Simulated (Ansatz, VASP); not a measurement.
## TePtSe: VASP beside Ansatz

Wanted: the spread between two codes on one cell, functional and k mesh. Of the first pair: The structure shown is the end of the Ansatz relaxation below.

Program: Ansatz 0.2.0. Level of theory: plane waves, with VASP 6.6.1 beside it; PBEsol. Results are calculated unless marked as measured.

### 1. The structure

The cell holds 3 atoms: 1 Pt, 1 Se and 1 Te. Its edges and angles: a = 3.841 Å, b = 3.841 Å, c = 30.000 Å, α = 90.0°, β = 90.0°, γ = 120.0°. Vacuum lies along c.

### 2. Ansatz: relaxation, PBEsol

Ansatz runs on its PAW soft_1 files.

This run makes the geometry at which the two programs are then compared.

input.yaml reads:

```yaml
crystal:
  lattice:
    - [3.8407261054, 0.0, 0.0]
    - [-1.9203630527, 3.3261663763, 0.0]
    - [0.0, 0.0, 30.0]
  atoms:
    - { symbol: Pt, position: [0.0, 0.0, 0.3336055549] }
    - { symbol: Se, position: [0.3333333333, 0.6666666667, 0.3760494036] }
    - { symbol: Te, position: [0.6666666667, 0.3333333333, 0.2870117081] }
  periodic: [true, true, false]
kpoints:
  mp_grid: { grid: [9, 9, 1] }
hamiltonian:
  xc: pbesol
  pseudopotentials: { kind: paw, azcp: { folder: soft_1 }, xc_functional: pbe }
scf:
  occupations: { method: fixed }
output:
  forces: true
  stress: true
  eigenvalues: true
  write_density: true
  write_potential: true
  elf: true
  volumetric_format: npy
relax:
  adjacent_minimum: "off"
  f_tol: 0.001
  max_steps: 60
  cell: { stress_2d_tol: 0.002 }
```

The run is started by

```
ansatz run input.yaml --threads 4 --pin off --max-ram 16384MiB --backend cpu --events-out ev --progress --plain --runs-dir out
```

Numbers of over 12 decimals in the logs are rounded to 6 here.

Output:

```text
Engine: ansatz 0.2.0, aarch64-unknown-linux-gnu
Pseudopotentials: kind: paw
Pseudopotential: Pt, paw, valence charge 18, recommended cutoff 420 eV (normal), soft_1/Pt.paw.azcp
Pseudopotential: Se, paw, valence charge 16, recommended cutoff 420 eV (normal), soft_1/Se.paw.azcp
Pseudopotential: Te, paw, valence charge 16, recommended cutoff 420 eV (normal), soft_1/Te.paw.azcp
Functional definition: PBEsol
  exchange = pbesol_x
  correlation = pbesol_c
Crystal: 3 atoms, lattice volume = 383.247 Å³
Basis set: ecut = 420 eV, 7493 PW (Γ), exchange–correlation on 54×54×432 points (8 copies of the dense FFT grid, shifted against one another)
Bands: 30, of which v1, the nominal top of the filled ones, is band 25 counted from 1 (24 counted from 0)
Symmetry: 6 space group operations
Space group: P3m1 (ITA 156), of the structure as read, at distance tolerance 7.3e-5 Å
k-points: 12 of 81 (time reversal used)
Non-local potential: Pt, projectors of the file, l = 0: 3, l = 1: 2, l = 2: 2, l = 3: 1
Non-local potential: Se, projectors of the file, l = 0: 2, l = 1: 2, l = 2: 3, l = 3: 1
Non-local potential: Te, projectors of the file, l = 0: 2, l = 1: 2, l = 2: 2, l = 3: 1
PAW form: soft (Blöchl's): semilocal exchange-correlation on the pseudo side does not see the compensation charge
PAW frozen core: Pt, regenerated for the run's functional, and the local potential with it (the file was generated under x = pbe(κ = 0.804, μ = 0.219515), c = pbe(β = 0.066725))
PAW frozen core: Se, regenerated for the run's functional, and the local potential with it (the file was generated under x = pbe(κ = 0.804, μ = 0.219515), c = pbe(β = 0.066725))
PAW frozen core: Te, regenerated for the run's functional, and the local potential with it (the file was generated under x = pbe(κ = 0.804, μ = 0.219515), c = pbe(β = 0.066725))
PAW one-centre angular grid: Pt, 590 points (default); XC on 64 Gauss nodes
PAW one-centre angular grid: Se, 590 points (default); XC on 64 Gauss nodes
PAW one-centre angular grid: Te, 590 points (default); XC on 64 Gauss nodes
Initial density: superposition of atomic densities (neutral atoms: chi_scale 0, normalization atom)
Initial wavefunctions: pseudopotential atomic-orbital guess
Functional: x = pbesol(κ = 0.804, μ = 0.123457), c = pbesol(β = 0.046)
SCF iter   1: F=—  HF=-24712.899414 eV  |F-HF|=—  |Δ(HF+E_count)|=         —  Δρ=2.93e-2  dr2=3.85e0  ethr=3.10e-3  ⟨swp⟩=7.2  Hψ=1651  notcnv=0  defer=36
preconditioner: auto → Resta (q_TF=auto, 1.943 Å⁻¹)  ε∞=2.0  [insulator: Δε(μ)=1.555 eV  Ē_g=8.976 eV  n_scr=48 (ndim 8)  ℏωp=8.9 eV  f_vac=0.779  ε∞_Penn≈2.0  vacuum switching on, ρ_ref=5.8e-3 e/Å³]
SCF iter   2: F=—  HF=-24712.807580 eV  |F-HF|=—  |Δ(HF+E_count)|=   9.18e-2  Δρ=1.92e-2  dr2=5.55e0  ethr=3.10e-3  ⟨swp⟩=4.4  Hψ=971  notcnv=0  defer=36
SCF iter   3: F=—  HF=-24712.258590 eV  |F-HF|=—  |Δ(HF+E_count)|=   5.49e-1  Δρ=8.58e-3  dr2=1.14e0  ethr=3.10e-3  ⟨swp⟩=4.2  Hψ=747  notcnv=0  defer=36
SCF iter   4: F=—  HF=-24712.160647 eV  |F-HF|=—  |Δ(HF+E_count)|=   9.79e-2  Δρ=6.35e-3  dr2=7.45e-2  ethr=2.28e-3  ⟨swp⟩=3.4  Hψ=552  notcnv=0  defer=36
SCF iter   5: F=—  HF=-24712.144672 eV  |F-HF|=—  |Δ(HF+E_count)|=   1.60e-2  Δρ=1.63e-3  dr2=2.30e-2  ethr=1.49e-4  ⟨swp⟩=3.3  Hψ=625  notcnv=0  defer=36
SCF iter   6: F=—  HF=-24712.143022 eV  |F-HF|=—  |Δ(HF+E_count)|=   1.65e-3  Δρ=3.07e-4  dr2=1.27e-3  ethr=4.60e-5  ⟨swp⟩=3.8  Hψ=539  notcnv=0  defer=36
SCF iter   7: F=—  HF=-24712.143041 eV  |F-HF|=—  |Δ(HF+E_count)|=   1.87e-5  Δρ=1.00e-4  dr2=9.89e-5  ethr=2.55e-6  ⟨swp⟩=3.0  Hψ=570  notcnv=0  defer=36
SCF iter   8: F=—  HF=-24712.143149 eV  |F-HF|=—  |Δ(HF+E_count)|=   1.08e-4  Δρ=3.66e-5  dr2=2.36e-5  ethr=1.98e-7  ⟨swp⟩=2.8  Hψ=679  notcnv=0  defer=36
SCF iter   9: F=—  HF=-24712.143150 eV  |F-HF|=—  |Δ(HF+E_count)|=   8.04e-7  Δρ=9.78e-6  dr2=1.87e-6  ethr=4.72e-8  ⟨swp⟩=2.0  Hψ=481  notcnv=0  defer=36
iter 10 did not close the SCF: its close was put off until two iterations running show no level that it waits for move by more than its bar (scf_convergence_deferred on its scf_iter line)
[...]
SCF 1 converged in 12 iterations: F = -24712.143150 eV  dr2 = 2.56e-9
[...]
relax step   3: F+E_penalty+E_count = -24712.14315184 eV  Δ(F+E_penalty+E_count) = -1.796e-6 eV  max|allowed force component| = 1.688e-4 eV/Å  Δτ_max = 0.0001 Å  P = -0.001 N/m  Ω = 383.219 Å³  energy of the carried Pulay correction = +1.385e-6 eV  fix = [c, alpha, beta]  reactions: c -0.000 N/m  (9 SCF iters, accepted)
Initial wavefunctions: pseudopotential atomic-orbital guess (no wavefunctions were taken with the density)
[...]
SCF iter   1: F=—  HF=-24712.143051 eV  |F-HF|=—  |Δ(HF+E_count)|=         —  Δρ=1.15e-6  dr2=4.40e-9  ethr=2.99e-7  ⟨swp⟩=7.3  Hψ=3278  notcnv=0  defer=36
eigensolver tolerance schedule: the retry pair's looser diagonalisation over-reported the residual by 34003.19 of it (diagonalisation noise at an unbounded share of the residual, at the tolerance the schedule requests for it); recorded, not acted on — ethr = c·dr2/N_el stays at c = 1.0e-1
preconditioner: auto → Resta (q_TF=auto, 1.943 Å⁻¹)  ε∞=2.0  [insulator: Δε(μ)=1.023 eV  Ē_g=8.957 eV  n_scr=48 (ndim 8)  ℏωp=8.9 eV  f_vac=0.783  ε∞_Penn≈2.0  vacuum switching on, ρ_ref=5.8e-3 e/Å³]
SCF iter   2: F=—  HF=-24712.143151 eV  |F-HF|=—  |Δ(HF+E_count)|=   1.00e-4  Δρ=8.71e-7  dr2=3.61e-9  ethr=8.79e-12  ⟨swp⟩=7.4  Hψ=1513  notcnv=0  defer=36
SCF iter   3: F=—  HF=-24712.143151 eV  |F-HF|=—  |Δ(HF+E_count)|=  7.06e-10  Δρ=4.89e-7  dr2=9.13e-10  ethr=7.22e-12  ⟨swp⟩=2.1  Hψ=504  notcnv=0  defer=36
SCF iter   4: F=—  HF=-24712.143151 eV  |F-HF|=—  |Δ(HF+E_count)|=  1.16e-10  Δρ=3.95e-7  dr2=5.47e-10  ethr=1.83e-12  ⟨swp⟩=2.2  Hψ=462  notcnv=0  defer=36
SCF iter   5: F=—  HF=-24712.143151 eV  |F-HF|=—  |Δ(HF+E_count)|=  1.89e-10  Δρ=2.83e-7  dr2=2.74e-10  ethr=1.09e-12  ⟨swp⟩=1.9  Hψ=394  notcnv=0  defer=36
SCF iter   6: F=—  HF=-24712.143151 eV  |F-HF|=—  |Δ(HF+E_count)|=  1.82e-11  Δρ=1.68e-7  dr2=9.20e-11  ethr=5.48e-13 (applied; sched 1.00e-12)  ⟨swp⟩=2.2  Hψ=500  notcnv=0  defer=36
SCF iter   7: F=—  HF=-24712.143151 eV  |F-HF|=—  |Δ(HF+E_count)|=  5.46e-11  Δρ=1.45e-7  dr2=7.11e-11  ethr=1.84e-13 (applied; sched 1.00e-12)  ⟨swp⟩=1.8  Hψ=445  notcnv=0  defer=36
SCF iter   8: F=—  HF=-24712.143151 eV  |F-HF|=—  |Δ(HF+E_count)|=  5.46e-11  Δρ=1.11e-7  dr2=4.14e-11  ethr=1.42e-13 (applied; sched 1.00e-12)  ⟨swp⟩=1.5  Hψ=386  notcnv=0  defer=36
SCF iter   9: F=—  HF=-24712.143151 eV  |F-HF|=—  |Δ(HF+E_count)|=  2.55e-11  Δρ=7.27e-8  dr2=1.77e-11  ethr=8.28e-14 (applied; sched 1.00e-12)  ⟨swp⟩=2.0  Hψ=479  notcnv=0  defer=36
SCF iter  10: F=-24712.143151 eV  HF=-24712.143151 eV  |F-HF|=1.24e-10  |Δ(HF+E_count)|=  1.09e-11  Δρ=2.13e-9  dr2=1.17e-14  ethr=1.00e-12  ⟨swp⟩=26.3  Hψ=3629  notcnv=0
SCF 4 converged in 10 iterations: F = -24712.143151 eV  dr2 = 1.17e-14
relax step   4: F+E_penalty+E_count = -24712.14315113 eV  Δ(F+E_penalty+E_count) = +7.086e-7 eV  max|allowed force component| = 1.687e-4 eV/Å  Δτ_max = 0.0000 Å  P = -0.001 N/m  Ω = 383.219 Å³  fix = [c, alpha, beta]  reactions: c -0.000 N/m  stress off target by 1.07e-3 N/m on what of the cell is left free  SCF on the basis re-selected at this cell (its energy is not comparable with the rows above)  (10 SCF iters)
basis re-selected at this cell: Δ(F+E_penalty+E_count) = +7.086e-7 eV, ΔP = +0.000 N/m vs the last step (what re-selecting the basis moved, of the pressure what is left beyond the Pulay correction that the steps carried, after the strain that the cell walked since its last selection, with what the two solves' SCF thresholds leave and, on support functions, any second-order correction that the steps lacked; it is no m [...]
WARN: The output density's exchange-correlation potential varies sharply where the density is thin. Do not read a vacuum level from v_tot or v_xc, or from such a field of the output density. On a cell that repeats whose density bears no net charge and no dipole along the vacuum's axis use v_es (v_loc + v_h of the components); under efield.dipole_correction with no amplitude use v_es + v_field, which holds any externa [...]
SCF converged after 10 iterations
Free energy (F): -24712.143151 eV
Harris-Foulkes:  -24712.143151 eV  (|F-HF|=1.24e-10)
Internal energy: -24712.143151 eV  (E = F + TS)
E sigma→0 (E₀):  -24712.143151 eV
Fermi energy:    -5.241826 eV
--- Per-component energies (eV) ---
  E_band       = -1725.214971
  E_kinetic    = 880.167536
  E_local      = -115021.059567  (includes V_loc(G=0)·N_el)
  E_nonlocal   = -77.159484
  E_hartree    = 56931.468589
  E_xc         = -436.949915
  E_vxc        = -462.901214  (∫ρ·V_xc dr)
  E_paw        = -16026.559887  (= ΣΔE_a)
  E_vpaw       = -907.200261  (= ΣTr[D̂ρ^β])
  E_aug_tail   = 0.000833  (compensation charges beyond the density's cutoff)
  E_ewald      = 49036.278450
  E_core_change = 1.670294  (= ΣΔE_core)
  E_smearing   = -0.000000  (= −TS)
  E_closure    = 0.000000  (closes the sum)
  Σ components = -24712.143151   (vs F -24712.143151, Δ=0.00e0)
--- Forces (eV/Å), atoms counted from 1 ---
  atom   1  Pt    -0.00000000     0.00000000     0.00016870
  atom   2  Se    -0.00000000     0.00000000    -0.00006153
  atom   3  Te     0.00000000    -0.00000000    -0.00010716
  max |Σ_I F_I| component: 7.92e-9 eV/Å
--- 2D stress c σ (N/m, compression-positive) ---
       -0.001066      -0.000000       0.000000
       -0.000000      -0.001066       0.000000
        0.000000       0.000000      -0.000000
  P = ½ c Tr σ = -0.0011 N/m
--- Band table (eV; the first three rows and the last of 12) ---
  k-point 0: bands = [... 21 lower, -6.9554, -5.8385, -5.2418, -5.2418, -2.4351, -2.4351, -1.3510 (-1.3512°), -0.3729, ... 1 higher]
  k-point 1: bands = [... 21 lower, -7.2189, -5.7494, -5.4349, -5.3085, -3.3210, -2.6467, -0.9480 (-0.9486°), -0.0479, ... 1 higher]
  k-point 2: bands = [... 21 lower, -7.7127, -6.0673, -5.6646, -5.4477, -4.2163, -2.8789, -0.3560 (-0.3563°), -0.2672, ... 1 higher]
  k-point 11: bands = [... 21 lower, -8.2697, -7.5967, -6.7069, -6.5275, -4.2188, -3.4368, -0.1459, 1.6206, ... 1 higher]
  ° read free of the cell's end (the report's vacuum.weakly_bound_levels)
--- Relaxed structure (3 steps of the walk, 2 accepted, 1 SCFs on fresh bases) ---
  F+E_penalty+E_count = -24712.14315113 eV   max|allowed force component| = 1.687e-4 eV/Å   (the final SCF, on the basis selected at the relaxed cell)
  cell:  # Å, volume = 383.2187 Å³
    - [3.840585, 0.0, 0]
    - [-1.920292, 3.326044, 0]
    - [0, 0, 30.0]
  atoms:
    - { symbol: Pt, position: [0, 0, 0.333607] }
    - { symbol: Se, position: [0.333333, 0.666667, 0.376047] }
    - { symbol: Te, position: [0.666667, 0.333333, 0.287013] }
```

### 3. VASP: single point, PBEsol, relaxed cell, pair 1

The same cell, functional and mesh now go to VASP, with its own data sets.

Lines of VASP's logs that name or quote its potential files are left out, and so is its time.

INCAR reads:

```
SYSTEM = TePtSe
PREC = Accurate
ENCUT = 400
EDIFF = 1E-06
NELM = 120
ISMEAR = 0
SIGMA = 0.01
LREAL = .FALSE.
ALGO = Normal
GGA = PS
NBANDS = 17
LASPH = .TRUE.
LORBIT = 11
LWAVE = .FALSE.
LCHARG = .FALSE.
ISIF = 2
LDIPOL = .TRUE.
IDIPOL = 3
DIPOL = 0.5 0.5 0.332
LVHAR = .TRUE.
GGA_COMPAT = .FALSE.
EFERMI = MIDGAP
NELMDL = -8
KPAR = 2
```

POSCAR reads:

```
TePtSe
1.0
    3.8405849639      0.0000000000      0.0000000000
   -1.9202924819      3.3260441441      0.0000000000
    0.0000000000      0.0000000000     30.0000000000
Pt Se Te
1 1 1
Direct
    0.0000000000      0.0000000000      0.3336073098
    0.3333333333      0.6666666667      0.3760466587
    0.6666666667      0.3333333333      0.2870126981
```

KPOINTS reads:

```
Automatic mesh
0
Gamma
9 9 1
0 0 0
```

The projector-augmented-wave data sets are Pt, Se and Te (PBE family, release 64).

The run is started by

```
mpirun -np 2 vasp_std
```

Output:

```text
[banner, memory and clock lines left out]
running    2 mpi-ranks, on    1 nodes
 distrk:  each k-point on    1 cores,    2 groups
 distr:  one band on    1 cores,    1 groups

 POSCAR found type information on POSCAR PtSeTe
 POSCAR found :  3 types and       3 ions
|                                                                             |
|               ----> ADVICE to this user running VASP <----                  |
|                                                                             |
|     You enforced a specific xc type in the INCAR file but a different       |
|     [... a line on the potential file left out ...]
|     I HOPE YOU KNOW WHAT YOU ARE DOING!                                     |
|                                                                             |

 LDA part: xc-table for (Slater+PW92), standard interpolation
 POSCAR, INCAR and KPOINTS ok, starting setup
 FFT: planning ... GRIDC
 FFT: planning ... GRID_SOFT
 FFT: planning ... GRID
 WAVECAR not read
 entering main loop
       N       E                     dE             d eps       ncg     rms          rms(c)
DAV:   1     0.154642993356E+03    0.15464E+03   -0.58061E+03   408   0.726E+02
DAV:   2     0.136751457927E+01   -0.15328E+03   -0.14547E+03   676   0.142E+02
DAV:   3    -0.157885774826E+02   -0.17156E+02   -0.17058E+02   530   0.616E+01
DAV:   4    -0.160862266196E+02   -0.29765E+00   -0.29720E+00   573   0.965E+00
DAV:   5    -0.160917458451E+02   -0.55192E-02   -0.55191E-02   621   0.122E+00
DAV:   6    -0.160917866025E+02   -0.40757E-04   -0.40757E-04   598   0.977E-02
DAV:   7    -0.160917877503E+02   -0.11477E-05   -0.11477E-05   590   0.140E-02
DAV:   8    -0.160917877595E+02   -0.92723E-08   -0.93113E-08   476   0.142E-03    0.126E+01
DAV:   9    -0.154831831768E+02    0.60860E+00   -0.42001E+00   553   0.181E+01    0.765E+00
DAV:  10    -0.153656542938E+02    0.11753E+00   -0.13898E+00   491   0.103E+01    0.300E+00
DAV:  11    -0.152984266601E+02    0.67228E-01   -0.15472E-01   529   0.354E+00    0.685E-01
DAV:  12    -0.152954555132E+02    0.29711E-02   -0.36280E-02   554   0.148E+00    0.243E-01
DAV:  13    -0.152954380697E+02    0.17443E-04   -0.20372E-03   580   0.320E-01    0.189E-01
DAV:  14    -0.152956081172E+02   -0.17005E-03   -0.57591E-04   511   0.122E-01    0.104E-01
[...]
DAV:  20    -0.152956072317E+02   -0.30350E-04   -0.64392E-06   506   0.850E-03    0.604E-03
DAV:  21    -0.152956198955E+02   -0.12664E-04   -0.46241E-07   429   0.301E-03    0.201E-03
DAV:  22    -0.152956327304E+02   -0.12835E-04   -0.46656E-07   396   0.235E-03    0.342E-03
DAV:  23    -0.152956382443E+02   -0.55139E-05   -0.23068E-07   423   0.242E-03    0.939E-04
DAV:  24    -0.152956407873E+02   -0.25430E-05   -0.40852E-08   440   0.691E-04    0.116E-03
DAV:  25    -0.152956418822E+02   -0.10950E-05   -0.27232E-08   433   0.949E-04    0.485E-04
DAV:  26    -0.152956431480E+02   -0.12658E-05   -0.23649E-08   432   0.675E-04    0.248E-04
DAV:  27    -0.152956434809E+02   -0.33280E-06   -0.58449E-09   442   0.323E-04
   1 F= -.15295643E+02 E0= -.15295643E+02  d E =0.000000E+00
```

OUTCAR, selected parts (step 3):

```text
ion  position               nearest neighbor table
   1  0.000  0.000  0.334-   2 2.56   2 2.56   2 2.56   3 2.62   3 2.62   3 2.62
   2  0.333  0.667  0.376-   1 2.56   1 2.56   1 2.56
   3  0.667  0.333  0.287-   1 2.62   1 2.62   1 2.62

  LATTYP: Found a hexagonal cell.
 ALAT       =     3.8405849639
 C/A-ratio  =     7.8113100692

 Subroutine GETGRP returns: Found  6 space group operations
 (whereof  6 operations were pure point group operations)

The static configuration has the point symmetry C_3v.

 Found     12 irreducible k-points:

   k-points           NKPTS =     12   k-points in BZ     NKDIM =     12   number of bands    NBANDS=     17

   dimension x,y,z NGX =    28 NGY =   28 NGZ =  196
   dimension x,y,z NGXF=    56 NGYF=   56 NGZF=  392

   ENCUT  =  400.0 eV  29.40 Ry    5.42 a.u.   6.26  6.26 48.92*2*pi/ulx,y,z

   NELECT =      22.0000    total number of electrons

 k-points in reciprocal lattice and weights: Automatic mesh
   0.00000000  0.00000000  0.00000000       0.012
   0.11111111  0.00000000  0.00000000       0.074
   0.22222222  0.00000000  0.00000000       0.074
   0.33333333  0.00000000  0.00000000       0.074
   0.44444444  0.00000000  0.00000000       0.074
   0.11111111  0.11111111  0.00000000       0.074
   0.22222222  0.11111111  0.00000000       0.148
   0.33333333  0.11111111  0.00000000       0.148
   0.44444444  0.11111111  0.00000000       0.074
   0.22222222  0.22222222  0.00000000       0.074
   0.33333333  0.22222222  0.00000000       0.148
   0.33333333  0.33333333  0.00000000       0.025

 dipolmoment           0.000000      0.000000      0.053610 electrons x Angstroem

 average (electrostatic) potential at core
       1 -77.2331       2 -61.1375       3 -97.3593

 E-fermi :  -2.6213

 k-point     1 :       0.0000    0.0000    0.0000
  band No.  band energies     occupation
    ...
      7      -6.3457      2.00000
      8      -4.8405      2.00000
      9      -3.7319      2.00000
     10      -3.1302      2.00000
     11      -3.1302      2.00000
     12      -0.3221      0.00000
     13      -0.3221      0.00000
     14       0.7622      0.00000
     15       1.7038      0.00000
     16       1.8532      0.00000
    ...

 k-point     2 :       0.1111    0.0000    0.0000
  band No.  band energies     occupation
    ...
      7      -6.4193      2.00000
      8      -5.1042      2.00000
      9      -3.6410      2.00000
     10      -3.3265      2.00000
     11      -3.1978      2.00000
     12      -1.2099      0.00000
     13      -0.5343      0.00000
     14       1.1679      0.00000
     15       1.9873      0.00000
     16       2.1814      0.00000
    ...

 k-point     3 :       0.2222    0.0000    0.0000
  band No.  band energies     occupation
    ...
      7      -6.5248      2.00000
      8      -5.6017      2.00000
      9      -3.9590      2.00000
     10      -3.5564      2.00000
     11      -3.3340      2.00000
     12      -2.1123      0.00000
     13      -0.7664      0.00000
     14       1.7438      0.00000
     15       1.8445      0.00000
     16       2.5884      0.00000
    ...

  Total       -0.0196607     -0.0196607     -0.0177160     -0.0000000     -0.0000000      0.0000000
  in kB       -0.0821985     -0.0821985     -0.0740677     -0.0000000     -0.0000000      0.0000000
  external PRESSURE =      -0.0794882 kB  Pullay stress =       0.0000000 kB

  energy-cutoff  :      400.00
  volume of cell :      383.22
      direct lattice vectors                 reciprocal lattice vectors
     3.840584964  0.000000000  0.000000000     0.260377002  0.150328732  0.000000000
    -1.920292482  3.326044144  0.000000000     0.000000000  0.300657465  0.000000000
     0.000000000  0.000000000 30.000000000     0.000000000  0.000000000  0.033333333

 POSITION                                       TOTAL-FORCE (eV/Angst)
 -----------------------------------------------------------------------------------
      0.00000      0.00000     10.00822        -0.000000      0.000000     -0.007955
     -0.00000      2.21736     11.28140         0.000000     -0.000000      0.005791
      1.92029      1.10868      8.61038        -0.000000      0.000000      0.002164
 -----------------------------------------------------------------------------------
    total drift:                                0.000000     -0.000000     -0.000546

  FREE ENERGIE OF THE ION-ELECTRON SYSTEM (eV)
  ---------------------------------------------------
  free  energy   TOTEN  =       -15.2956434809 eV

  energy  without entropy=      -15.2956434809  energy(sigma->0) =      -15.29564348

 vacuum level on the upper side and lower side of the slab         2.495         1.735

 total charge
# of ion       s       p       d       tot
------------------------------------------
    1        0.679   0.697   8.042   9.418
    2        1.479   2.225   0.052   3.756
    3        1.384   1.924   0.065   3.373
--------------------------------------------------
tot          3.542   4.846   8.159  16.547

[... 3 further parts left out ...]
```

The run ends at a pressure of -0.01 GPa, with forces up to 0.0080 eV/Å.

(Continued in part 2 of 2.)

[Lines on the potential files, build, host, timing and source positions are cut from VASP's logs without a mark.]

[Logs are printed without paths, hosts, clocks, repeated set-up lines and the standing remarks that a program may print on its own settings, such as how far it seeks lower states.]

[Hosts, paths, dates, database ids (printed as entryN), source tags and the programs' standing remarks are cut or masked in the printed files.]
